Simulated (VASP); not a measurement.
Runs of VASP 6.6.1 on Rh. It takes space group Fm-3m (No. 225, cubic). The conventional cell has a = 3.806 Å, b = 3.806 Å, c = 3.806 Å, α = 90.00°, β = 90.00°, γ = 90.00°. Around Rh (site symmetry m-3m) lie 12 Rh at 2.69 Å. 

```csv
task,level,potentials or basis,cell,k mesh,cutoff (eV),mesh quality,gap on the mesh (eV),pressure (GPa),relaxed volume (Å³/atom)
relaxation of cell and atoms,PBEsol,"VASP PAW PBE potentials, release 64 (Rh_pv)",relaxed,6 × 6 × 6,600,coarse,none,0.0,13.56
relaxation of cell and atoms,PBEsol,"VASP PAW PBE potentials, release 64 (Rh_pv)",relaxed,18 × 18 × 18,600,not flagged,none,0.0,13.49
relaxation of cell and atoms,RPBE,"VASP PAW PBE potentials, release 64 (Rh_pv)",relaxed,18 × 18 × 18,600,not flagged,none,-0.1,14.31
relaxation of cell and atoms,PBEsol,"VASP PAW PBE potentials, release 64 (Rh)",relaxed,18 × 18 × 18,580,not flagged,none,0.0,(c)
single point,PBEsol,"VASP PAW PBE potentials, release 64 (Rh_pv)",as given,18 × 18 × 18,520,not flagged,none,(b),-
relaxation of cell and atoms,PBEsol,"VASP PAW PBE potentials, release 64 (Rh_pv)",relaxed,18 × 18 × 18,300,not flagged,none,0.0,(a)
relaxation of cell and atoms,PBEsol,"VASP PAW PBE potentials, release 64 (Rh_pv)",relaxed,18 × 18 × 18,480,not flagged,none,0.0,13.50
relaxation of cell and atoms,LDA,"VASP PAW LDA potentials, release 64 (Rh_pv)",relaxed,18 × 18 × 18,600,not flagged,none,0.0,13.26
```

Alike in all rows: no spin polarisation; smearing gaussian 0.1 eV.

Problem. Fill in the values left out.

Solution. (a) 13.47; (b) -6.0; (c) 13.45.

Caveats: some runs use coarse meshes; the PAW data sets were made with another functional, which shifts forces and pressure a little (some runs); the cutoff is under 1.25 times the usual one of these potentials, so pressure, stress and relaxed cells hold a basis-set (Pulay) error (some runs).

A k mesh can miss the band edges, and the runs leave out spin-orbit coupling on Rh.

A gap of «none» marks a metal or a gap under the smearing width.

The runs don't all hold the same shells in valence.

Runs at the PBE level aren't shown here.
